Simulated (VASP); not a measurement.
The system is Ta3AsAu2O13.

```
CELL_PARAMETERS angstrom
5.40201 -0.00077 -0.00162
-2.01720 5.60758 -0.00284
-0.71822 -1.86353 8.44196
ATOMIC_POSITIONS crystal
Ta 0.37386 0.58885 0.59831
Ta 0.46236 0.26627 0.18689
Ta 0.70830 0.86746 0.02761
As 0.97877 0.98236 0.65371
Au 0.10388 0.53998 0.17237
Au 0.66302 0.32022 0.80522
O 0.06196 0.03577 0.14158
O 0.98182 0.01457 0.85130
O 0.11152 0.27055 0.61508
O 0.16027 0.81199 0.58364
O 0.43055 0.53360 0.06777
O 0.91171 0.61275 0.98081
O 0.60406 0.15754 0.98626
O 0.55565 0.98713 0.20984
O 0.30756 0.45473 0.35006
O 0.79668 0.50556 0.28659
O 0.66380 0.88131 0.55106
O 0.47145 0.71751 0.81742
O 0.65279 0.45184 0.61449
```

The cell was built by a generator and needn't be a form met in nature.

Base run:

| Property | Result |
| --- | --- |
| Program | VASP 6.6.1 |
| Functional | PBE |
| Potentials or basis | VASP PAW PBE potentials, release 64 (Ta_pv, As, Au, O) |
| Cutoff | 520 eV |
| k mesh | 6 × 5 × 3 |
| Occupations | fermi-dirac, width 0.05 eV |
| Spin | no spin polarisation |

Its results: band gap on the k mesh 0.51 eV, indirect (least direct gap 0.58 eV); pressure 1.0 GPa; largest force 0.402 eV/Å.

Task: The run is repeated on the same cell with these changes: dispersion from none to TS. What comes out?

Result: Band gap on the k mesh 0.51 eV, indirect (least direct gap 0.58 eV); pressure -0.6 GPa; largest force 0.403 eV/Å.

Dispersion adds attraction, which lowers the pressure at fixed volume.

Caveats: spin-orbit coupling is left out, which moves the levels of the heavy elements; an odd mesh through Γ misses points on the zone boundary, where band edges often lie.
